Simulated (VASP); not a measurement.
Output of a VASP run:

File OSZICAR:
```
       N       E                     dE             d eps       ncg     rms          rms(c)
DAV:   1     0.117578244843E+03    0.11758E+03   -0.94224E+03  2024   0.134E+03
DAV:   2    -0.123655307149E+02   -0.12994E+03   -0.12527E+03  2160   0.356E+02
DAV:   3    -0.147976562059E+02   -0.24321E+01   -0.23844E+01  2396   0.495E+01
DAV:   4    -0.148219798848E+02   -0.24324E-01   -0.24312E-01  2304   0.502E+00
DAV:   5    -0.148226030336E+02   -0.62315E-03   -0.62311E-03  2472   0.692E-01    0.137E+01
DAV:   6    -0.142187633029E+02    0.60384E+00   -0.35344E+00  2144   0.219E+01    0.248E+00
DAV:   7    -0.141578073248E+02    0.60956E-01   -0.24196E-01  2144   0.597E+00    0.234E+00
DAV:   8    -0.141431456230E+02    0.14662E-01   -0.14986E-02  2200   0.123E+00    0.206E-01
DAV:   9    -0.141430699329E+02    0.75690E-04   -0.21563E-04  2548   0.131E-01    0.140E-01
DAV:  10    -0.141430674644E+02    0.24685E-05   -0.26445E-05  2416   0.663E-02    0.138E-02
DAV:  11    -0.141430661896E+02    0.12748E-05   -0.17655E-06  2376   0.180E-02    0.662E-03
DAV:  12    -0.141430657750E+02    0.41460E-06   -0.53582E-08  1288   0.243E-03    0.212E-04
DAV:  13    -0.141430657952E+02   -0.20168E-07   -0.78528E-09  1064   0.900E-04
   1 F= -.14143066E+02 E0= -.14142992E+02  d E =-.220975E-03
```

### OUTCAR
```
------------------------ aborting loop because EDIFF is reached ----------------------------------------
  FORCE on cell =-STRESS in cart. coord.  units (eV):
  Direction    XX          YY          ZZ          XY          YZ          ZX
  --------------------------------------------------------------------------------------
  Total        2.2640992      2.2640992      2.2640992      0.0000000      0.0000000     -0.0000000
  in kB      142.0276046    142.0276046    142.0276046      0.0000000      0.0000000     -0.0000000
  external PRESSURE =     142.0276046 kB  Pullay stress =       0.0000000 kB
  volume of cell :       25.54
      direct lattice vectors                 reciprocal lattice vectors
     2.944948878  0.000000000  0.000000000     0.339564468  0.000000000  0.000000000
     0.000000000  2.944948878  0.000000000     0.000000000  0.339564468  0.000000000
     0.000000000  0.000000000  2.944948878     0.000000000  0.000000000  0.339564468
 POSITION                                       TOTAL-FORCE (eV/Angst)
 -----------------------------------------------------------------------------------
      1.47247      1.47247      1.47247         0.000000      0.000000      0.000000
      0.00000      0.00000      0.00000         0.000000      0.000000      0.000000
 -----------------------------------------------------------------------------------
    total drift:                                0.000000      0.000000      0.000000
  FREE ENERGIE OF THE ION-ELECTRON SYSTEM (eV)
  ---------------------------------------------------
  free  energy   TOTEN  =       -14.1430657952 eV

  energy  without entropy=      -14.1428448197  energy(sigma->0) =      -14.14299214
```
(Selected blocks of OUTCAR.)

POSCAR:
```
RuAl
1
    2.9449488780     0.0000000000     0.0000000000
    0.0000000000     2.9449488780     0.0000000000
    0.0000000000     0.0000000000     2.9449488780
Al Ru
1 1
Direct
  0.5000000000   0.5000000000   0.5000000000
  0.0000000000   0.0000000000   0.0000000000
```

Write an INCAR and KPOINTS that could have produced this output.

This is not unique; one that fits is the input of the run itself, PW91 GGA, plane waves, VASP's PBE PAW potentials (set 64).

KPOINTS:
```
Automatic mesh
0
Gamma
12 12 12
0 0 0
```

INCAR:
```
ALGO = Normal
EDIFF = 1E-7
ENCUT = 520
GGA = 91
ISIF = 2
ISMEAR = 1
LASPH = .TRUE.
LCHARG = .FALSE.
LMAXMIX = 4
LREAL = .FALSE.
LWAVE = .FALSE.
NELM = 100
PREC = Accurate
SIGMA = 0.1
SYSTEM = RuAl
```

POTCAR, in this order: Al Ru_pv (PBE.64 set). Program: vasp_std.

The compound is RuAl in the CsCl type structure. This cell is one point of a volume scan, at 0.94 of the reference volume. The electron count is odd and the run is not spin-polarised, which forces a metal.
